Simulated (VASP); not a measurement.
Computed with LDA (Ceperley-Alder, Perdew-Zunger), VASP's LDA PAW potentials (set 64) (plane waves; VASP 6.6.1).

VASP ran on this input.

### INCAR
```
! general
SYSTEM           = Se
PREC             = Accurate
ENCUT            = 400
LREAL            = F
LASPH            = T

! electronic loop
EDIFF            = 1E-7
NELM             = 100
ALGO             = Normal
LMAXMIX          = 4

! smearing
ISMEAR           = 0
SIGMA            = 0.05

! ions
IBRION           = 6
NSW              = 1
ISIF             = 2
POTIM            = 0.015
NFREE            = 2

! output
LWAVE            = F
LCHARG           = F

! other
LPHON_DISPERSION = T
```

File KPOINTS:
```
Automatic mesh
0
G
  3 3 2
```

File QPOINTS:
```
k-points along high-symmetry lines
8
Line-mode
Cartesian
  0.000000   0.000000   0.000000 ! GAMMA
  0.126576  -0.073079   0.000000 ! M

  0.126576  -0.073079   0.000000 ! M
  0.168768  -0.000000   0.000000 ! K

  0.168768  -0.000000   0.000000 ! K
  0.000000   0.000000   0.000000 ! GAMMA

  0.000000   0.000000   0.000000 ! GAMMA
  0.000000   0.000000   0.097639 ! A

  0.000000   0.000000   0.097639 ! A
  0.126576  -0.073079   0.097639 ! L

  0.126576  -0.073079   0.097639 ! L
  0.168768  -0.000000   0.097639 ! H

  0.168768  -0.000000   0.097639 ! H
  0.000000   0.000000   0.097639 ! A

  0.126576  -0.073079   0.097639 ! L
  0.126576  -0.073079   0.000000 ! M

  0.168768  -0.000000   0.097639 ! H
  0.168768  -0.000000   0.000000 ! K
```

**POSCAR**
```
Se
1
    3.9501941180    -6.8419368912     0.0000000000
    3.9501941180     6.8419368912     0.0000000000
    0.0000000000     0.0000000000    10.2418044128
Se
24
Direct
  0.0000000000   0.1279302049   0.3333335000
  0.0000000000   0.1279302049   0.8333335000
  0.0000000000   0.6279302049   0.3333335000
  0.0000000000   0.6279302049   0.8333335000
  0.5000000000   0.1279302049   0.3333335000
  0.5000000000   0.1279302049   0.8333335000
  0.5000000000   0.6279302049   0.3333335000
  0.5000000000   0.6279302049   0.8333335000
  0.3720697951   0.3720697951   0.0000000000
  0.3720697951   0.3720697951   0.5000000000
  0.3720697951   0.8720697951   0.0000000000
  0.3720697951   0.8720697951   0.5000000000
  0.8720697951   0.3720697951   0.0000000000
  0.8720697951   0.3720697951   0.5000000000
  0.8720697951   0.8720697951   0.0000000000
  0.8720697951   0.8720697951   0.5000000000
  0.1279302049   0.0000000000   0.1666665000
  0.1279302049   0.0000000000   0.6666665000
  0.1279302049   0.5000000000   0.1666665000
  0.1279302049   0.5000000000   0.6666665000
  0.6279302049   0.0000000000   0.1666665000
  0.6279302049   0.0000000000   0.6666665000
  0.6279302049   0.5000000000   0.1666665000
  0.6279302049   0.5000000000   0.6666665000
```

POTCAR, in this order: Se (LDA.64 set). Program: vasp_std.

Output

**OSZICAR**
```
       N       E                     dE             d eps       ncg     rms          rms(c)
DAV:   1     0.742521276465E+03    0.74252E+03   -0.52069E+04  1032   0.117E+03
DAV:   2    -0.215926901817E+02   -0.76411E+03   -0.73643E+03  1256   0.217E+02
DAV:   3    -0.974012913819E+02   -0.75809E+02   -0.74008E+02  1200   0.706E+01
DAV:   4    -0.100369479552E+03   -0.29682E+01   -0.29222E+01  1400   0.125E+01
DAV:   5    -0.100476098323E+03   -0.10662E+00   -0.10578E+00  1336   0.207E+00    0.215E+01
DAV:   6    -0.999759962037E+02    0.50010E+00   -0.33723E-01  1248   0.164E+00    0.132E+01
DAV:   7    -0.997936176215E+02    0.18238E+00   -0.58410E-01  1336   0.209E+00    0.677E-01
DAV:   8    -0.997844702819E+02    0.91473E-02   -0.78212E-02  1200   0.830E-01    0.374E-01
DAV:   9    -0.997849508354E+02   -0.48055E-03   -0.37573E-03  1280   0.165E-01    0.900E-02
DAV:  10    -0.997847726444E+02    0.17819E-03   -0.84663E-04  1272   0.794E-02    0.379E-02
DAV:  11    -0.997847838196E+02   -0.11175E-04   -0.12513E-04  1320   0.284E-02    0.158E-02
DAV:  12    -0.997847818574E+02    0.19623E-05   -0.20749E-05  1200   0.134E-02    0.208E-02
DAV:  13    -0.997847811962E+02    0.66116E-06   -0.35155E-06  1200   0.589E-03    0.286E-03
DAV:  14    -0.997847811631E+02    0.33095E-07   -0.31365E-07   968   0.145E-03
   1 F= -.99784781E+02 E0= -.99784779E+02  d E =-.348624E-05
 Found     2 degrees of freedom:
       N       E                     dE             d eps       ncg     rms          rms(c)
DAV:   1    -0.997836347831E+02    0.11464E-02   -0.18880E-01  1830   0.111E+00    0.141E-01
DAV:   2    -0.997842583765E+02   -0.62359E-03   -0.77198E-03  2056   0.218E-01    0.473E-02
DAV:   3    -0.997842658264E+02   -0.74499E-05   -0.25092E-04  2274   0.389E-02    0.299E-02
DAV:   4    -0.997842605771E+02    0.52493E-05   -0.20672E-05  2120   0.123E-02    0.115E-02
DAV:   5    -0.997842601403E+02    0.43672E-06   -0.30832E-06  2112   0.551E-03    0.349E-03
DAV:   6    -0.997842601491E+02   -0.87448E-08   -0.44329E-07  1896   0.176E-03
   2 F= -.99784260E+02 E0= -.99784258E+02  d E =-.347677E-05
       N       E                     dE             d eps       ncg     rms          rms(c)
DAV:   1    -0.997821176882E+02    0.21425E-02   -0.58500E-01  1734   0.189E+00    0.273E-01
DAV:   2    -0.997842367314E+02   -0.21190E-02   -0.26332E-02  2040   0.398E-01    0.888E-02
DAV:   3    -0.997842648153E+02   -0.28084E-04   -0.87872E-04  2298   0.713E-02    0.545E-02
DAV:   4    -0.997842463582E+02    0.18457E-04   -0.72151E-05  2128   0.231E-02    0.193E-02
DAV:   5    -0.997842450565E+02    0.13017E-05   -0.10659E-05  2138   0.104E-02    0.655E-03
DAV:   6    -0.997842450832E+02   -0.26692E-07   -0.16680E-06  2104   0.332E-03    0.384E-03
DAV:   7    -0.997842450079E+02    0.75271E-07   -0.18492E-07  1320   0.136E-03
   3 F= -.99784245E+02 E0= -.99784243E+02  d E =-.355107E-05
       N       E                     dE             d eps       ncg     rms          rms(c)
DAV:   1    -0.997825668973E+02    0.16782E-02   -0.37497E-01  1740   0.154E+00    0.183E-01
DAV:   2    -0.997840087415E+02   -0.14418E-02   -0.17417E-02  2024   0.330E-01    0.652E-02
DAV:   3    -0.997840400534E+02   -0.31312E-04   -0.61243E-04  2384   0.597E-02    0.422E-02
DAV:   4    -0.997840304020E+02    0.96514E-05   -0.43310E-05  2104   0.181E-02    0.160E-02
DAV:   5    -0.997840296422E+02    0.75984E-06   -0.70007E-06  2136   0.850E-03    0.592E-03
DAV:   6    -0.997840296738E+02   -0.31595E-07   -0.99265E-07  2000   0.276E-03
   4 F= -.99784030E+02 E0= -.99784028E+02  d E =-.353619E-05
       N       E                     dE             d eps       ncg     rms          rms(c)
DAV:   1    -0.997815998303E+02    0.24298E-02   -0.55992E-01  1738   0.188E+00    0.319E-01
DAV:   2    -0.997840567567E+02   -0.24569E-02   -0.29244E-02  2104   0.428E-01    0.105E-01
DAV:   3    -0.997840490836E+02    0.76731E-05   -0.83565E-04  2208   0.821E-02    0.535E-02
DAV:   4    -0.997840306025E+02    0.18481E-04   -0.10916E-04  2104   0.270E-02    0.205E-02
DAV:   5    -0.997840282370E+02    0.23655E-05   -0.11407E-05  2296   0.110E-02    0.830E-03
DAV:   6    -0.997840283619E+02   -0.12484E-06   -0.19719E-06  2032   0.413E-03    0.362E-03
DAV:   7    -0.997840282711E+02    0.90727E-07   -0.30414E-07  1544   0.154E-03
   5 F= -.99784028E+02 E0= -.99784027E+02  d E =-.353474E-05
```

### OUTCAR
```
------------------------ aborting loop because EDIFF is reached ----------------------------------------
  FORCE on cell =-STRESS in cart. coord.  units (eV):
  Direction    XX          YY          ZZ          XY          YZ          ZX
  --------------------------------------------------------------------------------------
  Total       -0.0243071      0.0508498      0.0172058     -0.0207855      0.0970415      0.0549588
  in kB       -0.0703462      0.1471621      0.0497944     -0.0601545      0.2808433      0.1590538
  external PRESSURE =       0.0422035 kB  Pullay stress =       0.0000000 kB
  volume of cell :      553.61
      direct lattice vectors                 reciprocal lattice vectors
     3.950194118 -6.841936891  0.000000000     0.126576058 -0.073078721  0.000000000
     3.950194118  6.841936891  0.000000000     0.126576058  0.073078721  0.000000000
     0.000000000  0.000000000 10.241804413     0.000000000  0.000000000  0.097639045
 POSITION                                       TOTAL-FORCE (eV/Angst)
 -----------------------------------------------------------------------------------
      0.50535      0.87529      3.39894        -0.007937      0.007594      0.101464
      0.50535      0.87529      8.53484         0.000481      0.000847      0.001735
      2.48045      4.29626      3.41394        -0.003177      0.003055      0.007431
      2.48045      4.29626      8.53484         0.000864      0.000722     -0.002831
      2.48045     -2.54568      3.41394         0.003258      0.000288      0.004041
      2.48045     -2.54568      8.53484         0.001070      0.001788     -0.001696
      4.45554      0.87529      3.41394         0.002406     -0.001229      0.004056
      4.45554      0.87529      8.53484        -0.000011     -0.000010     -0.001736
      2.93950      0.00000      0.00000         0.000874     -0.000533     -0.000776
      2.93950      0.00000      5.12090        -0.002523      0.001431     -0.006294
      4.91459      3.42097      0.00000        -0.003859     -0.000701     -0.000314
      4.91459      3.42097      5.12090        -0.001461      0.000050     -0.000373
      4.91459     -3.42097      0.00000        -0.002837      0.000990     -0.000800
      4.91459     -3.42097      5.12090        -0.000230     -0.005568     -0.006249
      6.88969      0.00000      0.00000        -0.009225      0.001180     -0.012210
      6.88969      0.00000      5.12090         0.018467      0.007095     -0.028170
      0.50535     -0.87529      1.70697         0.004124     -0.023043     -0.029827
      0.50535     -0.87529      6.82787        -0.004737      0.005496     -0.011974
      2.48045      2.54568      1.70697         0.005794      0.001366     -0.006547
      2.48045      2.54568      6.82787        -0.001284      0.000224     -0.000853
      2.48045     -4.29626      1.70697        -0.001641     -0.000143     -0.006529
      2.48045     -4.29626      6.82787         0.001860     -0.002261     -0.000871
      4.45554     -0.87529      1.70697         0.000181     -0.000502     -0.000425
      4.45554     -0.87529      6.82787        -0.000458      0.001864     -0.000253
 -----------------------------------------------------------------------------------
    total drift:                                0.000813      0.000002     -0.000042
  FREE ENERGIE OF THE ION-ELECTRON SYSTEM (eV)
  ---------------------------------------------------
  free  energy   TOTEN  =       -99.7840282711 eV

  energy  without entropy=      -99.7840247364  energy(sigma->0) =      -99.78402650
```
(Selected blocks of OUTCAR.)

The cell is a supercell, built from Se (trig).
